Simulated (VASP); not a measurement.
Set up this calculation in VASP 6.6.1, as the native input.

```
Task                   : relaxation of cell and atoms
Functional             : PBE
Potentials or basis    : VASP PAW PBE potentials, release 64 (Al, N)
Cutoff                 : 520 eV
k mesh                 : 12 × 12 × 6
Occupations            : gaussian, width 0.02 eV
Spin                   : no spin polarisation
Further INCAR settings : ALGO = Normal; EDIFF = 1e-07; IBRION = 2; EDIFFG = -0.002; NSW = 80; ISIF = 3
```

The structure of AlN lies in POSCAR:

```
AlN                                     
1.0
    3.1285727007      0.0000000000      0.0000000000
   -1.5642863504      2.7094234344     -0.0000000000
    0.0000000000      0.0000000000      5.0164566756
  Al              N             
     2     2
Direct
     0.3333333300000021    0.6666666699999979    0.9992574419978439
     0.6666666699999979    0.3333333300000021    0.4992574419978441
     0.3333333300000021    0.6666666699999979    0.3807425580021585
     0.6666666699999979    0.3333333300000021    0.8807425580021586
```

One way to write it, as run:

INCAR

```
PREC = Accurate
ENCUT = 520
EDIFF = 1E-7
ISMEAR = 0
SIGMA = 0.02
LREAL = False
LASPH = True
NELM = 60
ALGO = Normal
ISIF = 3
LWAVE = False
LCHARG = False
GGA = PE
IBRION = 2
NSW = 80
EDIFFG = -0.002
KPAR = 4
```

KPOINTS

```
Automatic mesh
0
Gamma
  12 12 6
```

Potentials or basis: VASP PAW PBE potentials, release 64 (Al, N).

Command:

```sh
$ cat potpaw_PBE.64/Al/POTCAR potpaw_PBE.64/N/POTCAR > POTCAR
$ mpirun -np 4 vasp_std > vasp.out
```

It gave:

The pressure after relaxing is 0.0 GPa and the band gap on the k mesh is 4.06 eV, direct.

Caveat: the relaxation stopped at its first step, so nothing moved.

Run time: 18 s on 4 MPI ranks on AMD EPYC 7R43 64-Core Processor (Zen 3), on a shared host, peak memory 0.13 GiB a rank.
